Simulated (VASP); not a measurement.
Calculation: r2SCAN+rVV10, VASP's PBE PAW potentials (set 64) (plane waves; VASP).

A VASP calculation is set up with these files.

**POSCAR**
```
Ge
2.8814220
  0.0000000000   0.9999998330   0.9999998330
  0.9999998330   0.0000000000   0.9999998330
  0.9999998330   0.9999998330   0.0000000000
Ge
2
Cart
  0.0000000000   0.0000000000   0.0000000000
  0.4999999165   0.4999999165   0.4999999165
```

File KPOINTS:
```
Automatic mesh
0
Gamma
8 8 8
0 0 0
```

### INCAR
```
SYSTEM = Ge
PREC = Accurate; ENCUT = 520; LREAL = .False.
LASPH = .True.
EDIFF = 1E-7; NELM = 100; ALGO = Normal
LMAXMIX = 4; LMIXTAU = .True.
ISMEAR = 0; SIGMA = 0.05
METAGGA = R2SCAN; LUSE_VDW = .True.; BPARAM = 11.95
CPARAM = 0.0093
ISIF = 2
LWAVE = .False.; LCHARG = .False.
```

POTCAR, in this order: Ge_d (PBE.64 set). Program: vasp_std.

The resulting files:

OUTCAR:
```
 ion  position               nearest neighbor table
   1  0.000  0.000  0.000-   2 2.50   2 2.50   2 2.50   2 2.50
   2  0.250  0.250  0.250-   1 2.50   1 2.50   1 2.50   1 2.50
  LATTYP: Found a face centered cubic cell.
 ALAT       =     5.7628430378
 Subroutine PRICEL returns:
 Original cell was already a primitive cell.
 Subroutine GETGRP returns: Found 48 space group operations
The static configuration has the point symmetry T_d .
 The point group associated with its full space group is O_h .
The dynamic configuration has the point symmetry T_d .
 Subroutine INISYM returns: Found 48 space group operations
 Subroutine IBZKPT returns following result:
 Found     29 irreducible k-points:

 Following reciprocal coordinates:
            Coordinates               Weight
  0.000000  0.000000  0.000000      1.000000
  0.125000  0.000000  0.000000      8.000000
  0.250000  0.000000  0.000000      8.000000
  0.375000  0.000000  0.000000      8.000000
  0.500000  0.000000  0.000000      4.000000
  0.125000  0.125000  0.000000      6.000000
  0.250000  0.125000  0.000000     24.000000
  0.375000  0.125000  0.000000     24.000000
...
```

### OSZICAR
```
       N       E                     dE             d eps       ncg     rms          rms(c)
DAV:   1     0.144582127696E+03    0.14458E+03   -0.16167E+04  1070   0.426E+03
DAV:   2    -0.823931438110E+01   -0.15282E+03   -0.15008E+03  1044   0.554E+02
DAV:   3    -0.289020070071E+02   -0.20663E+02   -0.20461E+02  1140   0.149E+02
DAV:   4    -0.295766577100E+02   -0.67465E+00   -0.67306E+00  1204   0.308E+01
DAV:   5    -0.295883939486E+02   -0.11736E-01   -0.11732E-01  1146   0.427E+00    0.315E+00
DAV:   6    -0.268795072187E+02    0.27089E+01   -0.39961E-01  1270   0.123E+01    0.183E+00
DAV:   7    -0.270041745446E+02   -0.12467E+00   -0.37556E-01  1284   0.899E+00    0.334E-01
DAV:   8    -0.268863359364E+02    0.11784E+00   -0.14914E-01  1114   0.532E+00    0.117E-01
DAV:   9    -0.268859583994E+02    0.37754E-03   -0.31020E-03  1180   0.661E-01    0.117E-01
DAV:  10    -0.268795333466E+02    0.64251E-02   -0.14412E-04  1174   0.127E-01    0.116E-01
DAV:  11    -0.268657061833E+02    0.13827E-01   -0.34050E-03  1312   0.912E-01    0.208E-01
DAV:  12    -0.268718566057E+02   -0.61504E-02   -0.19829E-02  1334   0.249E+00    0.416E-01
DAV:  13    -0.268716709762E+02    0.18563E-03   -0.53344E-04  1070   0.258E-01    0.426E-01
DAV:  14    -0.268714150391E+02    0.25594E-03   -0.14022E-05  1144   0.481E-02    0.417E-01
DAV:  15    -0.268740851366E+02   -0.26701E-02   -0.74013E-04  1044   0.247E-01    0.379E-01
DAV:  16    -0.268742863601E+02   -0.20122E-03   -0.51663E-05  1110   0.630E-02    0.396E-01
DAV:  17    -0.268742794119E+02    0.69482E-05   -0.55324E-07   900   0.648E-03    0.397E-01
DAV:  18    -0.268743164915E+02   -0.37080E-04   -0.93906E-07   824   0.918E-03    0.400E-01
DAV:  19    -0.268743793869E+02   -0.62895E-04   -0.28840E-06  1050   0.198E-02    0.385E-01
DAV:  20    -0.268743334117E+02    0.45975E-04   -0.32902E-05  1344   0.115E-01    0.319E-01
DAV:  21    -0.268743183835E+02    0.15028E-04   -0.75556E-05  1352   0.187E-01    0.264E-01
DAV:  22    -0.268743224156E+02   -0.40321E-05   -0.29275E-06  1094   0.173E-02    0.263E-01
DAV:  23    -0.268744153830E+02   -0.92967E-04   -0.86248E-06  1054   0.378E-02    0.239E-01
DAV:  24    -0.268744618385E+02   -0.46456E-04   -0.32272E-05  1338   0.993E-02    0.141E-01
DAV:  25    -0.268745375753E+02   -0.75737E-04   -0.56512E-05  1342   0.124E-01    0.652E-02
DAV:  26    -0.268745672351E+02   -0.29660E-04   -0.14973E-05  1400   0.499E-02    0.261E-02
DAV:  27    -0.268745685070E+02   -0.12719E-05   -0.39494E-06  1112   0.216E-02    0.157E-02
DAV:  28    -0.268745741674E+02   -0.56604E-05   -0.59097E-06  1044   0.230E-02    0.918E-03
DAV:  29    -0.268745738417E+02    0.32575E-06   -0.20993E-06  1048   0.182E-02    0.513E-03
DAV:  30    -0.268745725245E+02    0.13171E-05   -0.10555E-06   812   0.912E-03    0.260E-03
DAV:  31    -0.268745724460E+02    0.78528E-07   -0.23377E-07   810   0.569E-03
   1 F= -.26874572E+02 E0= -.26874497E+02  d E =-.150706E-03
```

**OUTCAR**
```
------------------------ aborting loop because EDIFF is reached ----------------------------------------
  FORCE on cell =-STRESS in cart. coord.  units (eV):
  Direction    XX          YY          ZZ          XY          YZ          ZX
  --------------------------------------------------------------------------------------
  Total       -1.0673451     -1.0673451     -1.0673451      0.0000000      0.0000000     -0.0000000
  in kB      -35.7408659    -35.7408659    -35.7408659      0.0000000      0.0000000     -0.0000000
  external PRESSURE =     -35.7408659 kB  Pullay stress =       0.0000000 kB
  volume of cell :       47.85
      direct lattice vectors                 reciprocal lattice vectors
     0.000000000  2.881421519  2.881421519    -0.173525462  0.173525462  0.173525462
     2.881421519  0.000000000  2.881421519     0.173525462 -0.173525462  0.173525462
     2.881421519  2.881421519  0.000000000     0.173525462  0.173525462 -0.173525462
 POSITION                                       TOTAL-FORCE (eV/Angst)
 -----------------------------------------------------------------------------------
      0.00000      0.00000      0.00000        -0.000000     -0.000000     -0.000000
      1.44071      1.44071      1.44071         0.000000      0.000000      0.000000
 -----------------------------------------------------------------------------------
    total drift:                                0.000000      0.000000      0.000000
  FREE ENERGIE OF THE ION-ELECTRON SYSTEM (eV)
  ---------------------------------------------------
  free  energy   TOTEN  =       -26.8745724460 eV

  energy  without entropy=      -26.8744217400  energy(sigma->0) =      -26.87449709
```
(Selected blocks of OUTCAR.)

The compound is Ge in the diamond structure. This cell is one point of a volume scan, at 1.06 of the reference volume.
